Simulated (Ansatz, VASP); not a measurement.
ScB2N3: VASP beside Ansatz

The input INCAR:

```
SYSTEM = ScB2N3
PREC = Accurate ; ENCUT = 520
EDIFF = 1E-7 ; ISMEAR = 0
SIGMA = 0.1 ; LREAL = .FALSE.
LASPH = .TRUE. ; NELM = 80
ALGO = Normal ; ISIF = 2
LWAVE = .FALSE. ; LCHARG = .FALSE.
GGA = PE ; NBANDS = 44
```

KPOINTS

```
Automatic mesh
0
G
  6 6 1
  0 0 0
```

Contents of POSCAR:

```
ScB2N3
1.0
    2.8097297700      0.0000000000      0.0000000000
   -1.4048648900      2.4332973600      0.0000000000
    0.0000000000      0.0000000000     17.2186101800
Sc B N
2 4 6
Direct
    0.0000000000      0.0000000000      0.7500000000
    0.0000000000      0.0000000000      0.2500000000
    0.3333333300      0.6666666700      0.4305412200
    0.6666666700      0.3333333300      0.9305412200
    0.3333333300      0.6666666700      0.0694587800
    0.6666666700      0.3333333300      0.5694587800
    0.6666666700      0.3333333300      0.3661594700
    0.3333333300      0.6666666700      0.8661594700
    0.3333333300      0.6666666700      0.6338405300
    0.6666666700      0.3333333300      0.1338405300
    0.0000000000      0.0000000000      0.5000000000
    0.0000000000      0.0000000000      0.0000000000
```

Input for Ansatz:

```yaml
crystal:
  lattice:
    - [2.80972977, 0.0, 0.0]
    - [-1.40486489, 2.43329736, 0.0]
    - [0.0, 0.0, 17.21861018]
  atoms:
    - { symbol: Sc, position: [0.0, 0.0, 0.75] }
    - { symbol: Sc, position: [0.0, 0.0, 0.25] }
    - { symbol: B, position: [0.33333333, 0.66666667, 0.43054122] }
    - { symbol: B, position: [0.66666667, 0.33333333, 0.93054122] }
    - { symbol: B, position: [0.33333333, 0.66666667, 0.06945878] }
    - { symbol: B, position: [0.66666667, 0.33333333, 0.56945878] }
    - { symbol: "N", position: [0.66666667, 0.33333333, 0.36615947] }
    - { symbol: "N", position: [0.33333333, 0.66666667, 0.86615947] }
    - { symbol: "N", position: [0.33333333, 0.66666667, 0.63384053] }
    - { symbol: "N", position: [0.66666667, 0.33333333, 0.13384053] }
    - { symbol: "N", position: [0.0, 0.0, 0.5] }
    - { symbol: "N", position: [0.0, 0.0, 0.0] }
basis:
  ecutwfc: 420
kpoints:
  mp_grid: { grid: [6, 6, 1] }
hamiltonian:
  xc: pbe
scf:
  occupations: { method: gaussian, width: 0.1 }
  lower_state_search: "off"
output:
  forces: true
  stress: true
  eigenvalues: true
```

Change from the starting cell: species swapped into the Nb3AlC2 type (P6_3/mmc, No. 194).

Alike in both runs: task single point; functional PBE; k mesh 6 × 6 × 1; occupations gaussian, width 0.1 eV; no spin polarisation.

```csv
,VASP,Ansatz
version,VASP 6.6.1,Ansatz 0.2.0
potentials or method,"VASP PAW PBE potentials, release 64 (Sc_sv, B, N)","scalar-relativistic, plane waves, PAW"
plane-wave cutoff (eV),520,420
valence electrons in the cell,64,64
```

```csv
,VASP,Ansatz,Ansatz less VASP
gap on the k mesh at the Fermi level (eV),none,none,-
rms of the force components (eV/Å),0.943,0.940,-0.0032
```

Atom by atom the forces differ by 0.005 eV/Å (rms over components). A gap of «none» marks a metal or a gap that the smearing closes.

Caveats: the k mesh is coarse (spacing up to 0.43 Å⁻¹), so the values aren't converged; forces of over 1 eV/Å show positions far from the minimum, so gaps and moduli don't describe the material at rest.
